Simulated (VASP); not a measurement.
All values below come from PBEsol GGA, VASP's PBE PAW potentials (set 64) (plane waves; VASP).

VASP ran on this input.

INCAR:
```
SYSTEM  =  PdSb
PREC  =  Accurate; ENCUT  =  400; LREAL  =  .FALSE.
LASPH  =  .TRUE.
EDIFF  =  1E-7; NELM  =  100; ALGO  =  Normal
LMAXMIX  =  4
ISMEAR  =  -5
GGA  =  PS
ISIF  =  2
LWAVE  =  .FALSE.; LCHARG  =  .TRUE.; LORBIT  =  11
NEDOS  =  601
```

### KPOINTS
```
Automatic mesh
0
Gamma
13 13 13
0 0 0
```

POSCAR:
```
PdSb
5.4588740
  0.0000000000   0.4999999679   0.4999999679
  0.4999999679   0.0000000000   0.4999999679
  0.4999999679   0.4999999679   0.0000000000
Pd Sb
1 1
Cartesian
  0.0000000000   0.0000000000   0.0000000000
  0.4999999679   0.4999999679   0.4999999679
```

POTCAR, in this order: Pd Sb (PBE.64 set). Program: vasp_std.

Output of the run:

**OUTCAR**
```
 ion  position               nearest neighbor table
   1  0.000  0.000  0.000-   2 2.73   2 2.73   2 2.73   2 2.73   2 2.73   2 2.73
   2  0.500  0.500  0.500-   1 2.73   1 2.73   1 2.73   1 2.73   1 2.73   1 2.73
  LATTYP: Found a face centered cubic cell.
 ALAT       =     5.4588736494
 Subroutine PRICEL returns:
 Original cell was already a primitive cell.
 Subroutine GETGRP returns: Found 48 space group operations
The static configuration has the point symmetry O_h .
The dynamic configuration has the point symmetry O_h .
 Subroutine INISYM returns: Found 48 space group operations
 Subroutine IBZKPT returns following result:
 Found     84 irreducible k-points:

 Following reciprocal coordinates:
            Coordinates               Weight
  0.000000  0.000000  0.000000      1.000000
  0.076923  0.000000  0.000000      8.000000
  0.153846  0.000000  0.000000      8.000000
  0.230769  0.000000  0.000000      8.000000
  0.307692  0.000000  0.000000      8.000000
  0.384615  0.000000  0.000000      8.000000
  0.461538  0.000000  0.000000      8.000000
  0.076923  0.076923  0.000000      6.000000
  0.153846  0.076923  0.000000     24.000000
...
```

OSZICAR:
```
       N       E                     dE             d eps       ncg     rms          rms(c)
DAV:   1     0.631972211115E+02    0.63197E+02   -0.51302E+03  1848   0.896E+02
DAV:   2    -0.913255343466E+01   -0.72330E+02   -0.67914E+02  2085   0.205E+02
DAV:   3    -0.111897777693E+02   -0.20572E+01   -0.20316E+01  2082   0.388E+01
DAV:   4    -0.112094633266E+02   -0.19686E-01   -0.19668E-01  2027   0.410E+00
DAV:   5    -0.112098186623E+02   -0.35534E-03   -0.35534E-03  2102   0.579E-01    0.646E+00
DAV:   6    -0.110790867498E+02    0.13073E+00   -0.10719E+00  1923   0.114E+01    0.310E+00
DAV:   7    -0.110380268993E+02    0.41060E-01   -0.16802E-01  1857   0.477E+00    0.215E+00
DAV:   8    -0.110262516531E+02    0.11775E-01   -0.32409E-02  1965   0.160E+00    0.211E-01
DAV:   9    -0.110260409326E+02    0.21072E-03   -0.67697E-04  1995   0.226E-01    0.170E-01
DAV:  10    -0.110259362339E+02    0.10470E-03   -0.24027E-04  1908   0.103E-01    0.348E-02
DAV:  11    -0.110259455210E+02   -0.92871E-05   -0.68775E-05  1944   0.744E-02    0.201E-02
DAV:  12    -0.110259410083E+02    0.45127E-05   -0.45228E-06  1964   0.237E-02    0.732E-03
DAV:  13    -0.110259410957E+02   -0.87401E-07   -0.18584E-07  1449   0.446E-03
   1 F= -.11025941E+02 E0= -.11025941E+02  d E =0.000000E+00
```

File OUTCAR:
```
------------------------ aborting loop because EDIFF is reached ----------------------------------------
  FORCE on cell =-STRESS in cart. coord.  units (eV):
  Direction    XX          YY          ZZ          XY          YZ          ZX
  --------------------------------------------------------------------------------------
  Total        0.0206947      0.0206947      0.0206947      0.0000000     -0.0000000     -0.0000000
  in kB        0.8153066      0.8153066      0.8153066      0.0000000     -0.0000000     -0.0000000
  external PRESSURE =       0.8153066 kB  Pullay stress =       0.0000000 kB
  volume of cell :       40.67
      direct lattice vectors                 reciprocal lattice vectors
     0.000000000  2.729436825  2.729436825    -0.183187973  0.183187973  0.183187973
     2.729436825  0.000000000  2.729436825     0.183187973 -0.183187973  0.183187973
     2.729436825  2.729436825  0.000000000     0.183187973  0.183187973 -0.183187973
 POSITION                                       TOTAL-FORCE (eV/Angst)
 -----------------------------------------------------------------------------------
      0.00000      0.00000      0.00000        -0.000000      0.000000      0.000000
      2.72944      2.72944      2.72944         0.000000     -0.000000     -0.000000
 -----------------------------------------------------------------------------------
    total drift:                               -0.000000      0.000000      0.000000
  FREE ENERGIE OF THE ION-ELECTRON SYSTEM (eV)
  ---------------------------------------------------
  free  energy   TOTEN  =       -11.0259410957 eV

  energy  without entropy=      -11.0259410957  energy(sigma->0) =      -11.02594110

 total charge

# of ion       s       p       d       tot
------------------------------------------
    1        0.520   0.416   8.620   9.556
    2        1.165   1.162   0.062   2.390
--------------------------------------------------
tot          1.686   1.579   8.681  11.946
```
(Selected blocks of OUTCAR.)

For a metal the tetrahedron method with Blöchl corrections gives inexact stress and forces.

The structure was generated: PdSb was put into the rock salt type (Fm-3m), which need not be its known phase. It was relaxed first, which changed the volume by -25 %. The electron count is odd and the run is not spin-polarised, which forces a metal.
